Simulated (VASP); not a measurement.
Input:

```yaml
crystal:
  lattice:
    - [4.00120, 0.00000, 0.00000]
    - [0.00000, 4.00120, 0.00000]
    - [0.00000, 0.00000, 4.22947]
  atoms:
    - { symbol: Pb, position: [0.50000, 0.00000, 0.72525] }
    - { symbol: Pb, position: [0.00000, 0.50000, 0.27475] }
    - { symbol: O, position: [0.50000, 0.50000, 0.00000] }
    - { symbol: O, position: [0.00000, 0.00000, 0.00000] }
```

These are PBE GGA, VASP's PBE PAW potentials (set 64) (plane waves; VASP 6.6.1) values and carry that method's errors. Run with 620 eV cut-off, 6×6×5 Γ-centred mesh, Gaussian smearing of 0.050 eV, potentials Pb_d O.

Without a dispersion term in the relaxation, distances and binding between the weakly bound layers, chains or molecules are unreliable, and so is what depends on them.

Task: What does the run give for the energy per atom (σ→0), pressure?

Result: 
```json
{
  "energy per atom (σ→0)": "-5.256 eV/atom",
  "pressure": "10.12 GPa"
}
```

The compound is PbO in the litharge structure. It was relaxed first under an external pressure of 10 GPa.
